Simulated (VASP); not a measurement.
The system is ZnO.

```
Zn O
1.0
     3.24931    0.00000    0.00000
    -1.62465    2.81398    0.00000
     0.00000    0.00000    5.20571
Zn O
2 2
Direct
  0.33333 0.66667 0.50000
  0.66667 0.33333 0.00000
  0.66667 0.33333 0.37901
  0.33333 0.66667 0.87901
```

| Quantity | Value |
| --- | --- |
| Program | VASP 6.6.1 |
| Task | relaxation of cell and atoms |
| Functional | PBE |
| Dispersion | D3(BJ) |
| Potentials or basis | VASP PAW PBE potentials, release 64 (Zn, O) |
| Cutoff | 520 eV |
| k mesh | 12 × 12 × 6 |
| Occupations | gaussian, width 0.02 eV |
| Spin | no spin polarisation |

At the start: pressure 2.9 GPa; volume 11.90 Å³/atom.

Problem. How do energy, volume and symmetry change on relaxing?

Solution. Over 14 steps the energy falls by 2.5 meV/atom and the volume is 12.14 Å³/atom (+2.0 %); space group P6_3mc (No. 186, to 0.05 Å).

The path:
```tsv
step	energy change (eV)	largest force (eV/Å)	pressure (GPa)	volume (Å³)
1	0.0000	0.0723	2.92	47.60
2	-0.0071	0.0340	-1.51	49.11
3	-0.0098	0.0021	-0.01	48.58
4	-0.0098	0.0032	-0.08	48.60
5	-0.0098	0.0127	-0.02	48.58
6	-0.0098	0.0164	-0.02	48.57
7	-0.0099	0.0101	0.05	48.56
8	-0.0099	0.0048	0.06	48.54
9	-0.0099	0.0060	0.17	48.51
10	-0.0099	0.0011	0.09	48.53
11	-0.0099	0.0018	-0.04	48.58
12	-0.0099	0.0014	-0.01	48.57
13	-0.0099	0.0011	0.02	48.57
14	-0.0099	0.0012	0.00	48.57
```

Final structure:
```xyz
4
Lattice="3.2628 0.0000 0.0000 -1.6314 2.8257 0.0000 0.0000 0.0000 5.2683" Properties=species:S:1:pos:R:3 pbc="T T T"
Zn    0.0000    1.8838    2.6344
Zn    1.6314    0.9419    0.0002
O     1.6314    0.9419    1.9965
O     0.0000    1.8838    4.6307
```
